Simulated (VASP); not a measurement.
Calculation: r2SCAN+rVV10, VASP's PBE PAW potentials (set 64) (plane waves; VASP).

The input files of a VASP run:

### KPOINTS
```
Automatic mesh
0
Gamma
11 11 11
0 0 0
```

INCAR:
```
SYSTEM = BAs
PREC = Accurate; ENCUT = 520; LREAL = F
LASPH = T
EDIFF = 1E-7; NELM = 100; ALGO = Normal
LMAXMIX = 4; LMIXTAU = T
ISMEAR = -5
METAGGA = R2SCAN; LUSE_VDW = T; BPARAM = 11.95
CPARAM = 0.0093
ISIF = 2
LWAVE = F; LCHARG = F; LORBIT = 11
NEDOS = 601
```

File KPOINTS_OPT:
```
k-points along high-symmetry lines
10
Line-mode
Reciprocal
  0.000000   0.000000   0.000000 ! GAMMA
 -0.500000  -0.500000   0.000000 ! X

 -0.500000  -0.500000   0.000000 ! X
 -0.375000  -0.375000   0.250000 ! U

 -0.375000  -0.000000   0.375000 ! K
  0.000000   0.000000   0.000000 ! GAMMA

  0.000000   0.000000   0.000000 ! GAMMA
 -0.000000  -0.000000   0.500000 ! L

 -0.000000  -0.000000   0.500000 ! L
 -0.500000  -0.250000   0.250000 ! W

 -0.500000  -0.250000   0.250000 ! W
 -0.500000  -0.500000   0.000000 ! X
```

### POSCAR
```
BAs
1.0
  0.0000000000   2.3900000000   2.3900000000
  2.3900000000   0.0000000000   2.3900000000
  2.3900000000   2.3900000000   0.0000000000
B As
1 1
Cart
  0.0000000000   0.0000000000   0.0000000000
  1.1950000000   1.1950000000   1.1950000000
```

POTCAR, in this order: B As (PBE.64 set). Program: vasp_std.

The run wrote:

### OSZICAR
```
       N       E                     dE             d eps       ncg     rms          rms(c)
DAV:   1     0.231826747849E+01    0.23183E+01   -0.41382E+03   896   0.920E+02
DAV:   2    -0.234117792040E+02   -0.25730E+02   -0.25508E+02  1424   0.111E+02
DAV:   3    -0.237371533162E+02   -0.32537E+00   -0.32537E+00  1016   0.170E+01
DAV:   4    -0.237375627987E+02   -0.40948E-03   -0.40948E-03  1344   0.658E-01
DAV:   5    -0.237375629035E+02   -0.10484E-06   -0.10484E-06  1032   0.772E-03    0.498E+00
DAV:   6    -0.220935637547E+02    0.16440E+01   -0.10506E+00  1120   0.728E+00    0.289E+00
DAV:   7    -0.219189485965E+02    0.17462E+00   -0.47034E-01   984   0.435E+00    0.822E-01
DAV:   8    -0.219583420049E+02   -0.39393E-01   -0.21351E-01   896   0.422E+00    0.391E-01
DAV:   9    -0.220983854312E+02   -0.14004E+00   -0.19229E-02   968   0.128E+00    0.202E-01
DAV:  10    -0.221021104291E+02   -0.37250E-02   -0.23097E-04  1288   0.149E-01    0.196E-01
DAV:  11    -0.221191819895E+02   -0.17072E-01   -0.10812E-03   896   0.379E-01    0.139E-01
DAV:  12    -0.221394556826E+02   -0.20274E-01   -0.10386E-02  1096   0.107E+00    0.829E-02
DAV:  13    -0.221394350876E+02    0.20595E-04   -0.11208E-04   912   0.119E-01    0.625E-02
DAV:  14    -0.221394275332E+02    0.75544E-05   -0.13003E-05  1224   0.398E-02    0.378E-02
DAV:  15    -0.221394708469E+02   -0.43314E-04   -0.26976E-05  1184   0.561E-02    0.425E-03
DAV:  16    -0.221394816986E+02   -0.10852E-04   -0.60953E-06  1240   0.250E-02    0.117E-02
DAV:  17    -0.221394825350E+02   -0.83638E-06   -0.19605E-06  1040   0.167E-02    0.315E-03
DAV:  18    -0.221394837578E+02   -0.12228E-05   -0.35676E-07   976   0.523E-03    0.110E-03
DAV:  19    -0.221394834330E+02    0.32489E-06   -0.82498E-08   448   0.219E-03    0.394E-04
DAV:  20    -0.221394834969E+02   -0.63946E-07   -0.62663E-09   448   0.833E-04
   1 F= -.22139483E+02 E0= -.22139483E+02  d E =0.000000E+00
       N       E                     dE             ncg
       N       E                     dE             ncg
```

**OUTCAR**
```
------------------------ aborting loop because EDIFF is reached ----------------------------------------
  FORCE on cell =-STRESS in cart. coord.  units (eV):
  Direction    XX          YY          ZZ          XY          YZ          ZX
  --------------------------------------------------------------------------------------
  Total       -0.0051360     -0.0051360     -0.0051360      0.0000000      0.0000000      0.0000000
  in kB       -0.3013758     -0.3013758     -0.3013758      0.0000000      0.0000000      0.0000000
  external PRESSURE =      -0.3013758 kB  Pullay stress =       0.0000000 kB
  volume of cell :       27.30
      direct lattice vectors                 reciprocal lattice vectors
     0.000000000  2.390000000  2.390000000    -0.209205021  0.209205021  0.209205021
     2.390000000  0.000000000  2.390000000     0.209205021 -0.209205021  0.209205021
     2.390000000  2.390000000  0.000000000     0.209205021  0.209205021 -0.209205021
  FREE ENERGIE OF THE ION-ELECTRON SYSTEM (eV)
  ---------------------------------------------------
  free  energy   TOTEN  =       -22.1394834969 eV

  energy  without entropy=      -22.1394834969  energy(sigma->0) =      -22.13948350

 total charge

# of ion       s       p       d       tot
------------------------------------------
    1        0.668   1.162   0.000   1.830
    2        1.171   1.692   0.092   2.955
--------------------------------------------------
tot          1.839   2.854   0.092   4.785
```
(Selected blocks of OUTCAR.)

The compound is BAs in the zinc blende structure. The cell was not relaxed at this level.
